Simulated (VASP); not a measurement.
Consider the following.

```xyz
6
Lattice="4.2352 0.0000 0.0000 -2.1176 3.6678 0.0000 0.0000 0.0000 5.1893" Properties=species:S:1:pos:R:3 pbc="T T T"
Si     0.0000     2.4452     1.2973
Si     2.1176     1.2226     3.8920
Nb     0.0000     0.0000     0.0000
Nb     0.0000     0.0000     2.5947
Nb     0.0000     2.4452     3.8920
Nb     2.1176     1.2226     1.2973
```

All values below come from PBE GGA, VASP's PBE PAW potentials (set 64) (plane waves; VASP). Settings: 300 eV cut-off, 6×6×5 Γ-centred mesh, Gaussian smearing of 0.27 eV, potentials Si Nb_sv.

At this cut-off the stress carries a Pulay error, which pulls relaxed volumes low.

Q: Predict the energy per atom (σ→0), pressure, band gap (on the k-mesh) with the smallest direct gap where there is one.

A: 
```json
{
 "band gap (on the k-mesh)": "none (metal, semimetal or under 0.01 eV)",
 "energy per atom (σ→0)": "-821.9 kJ/mol of atoms",
 "pressure": "52.56 GPa"
}
```

Only differences to runs with the same potentials and settings are physical.

The structure was generated: Nb2Si was put into an ordered model structure, which need not be its known phase. The cell was not relaxed at this level.
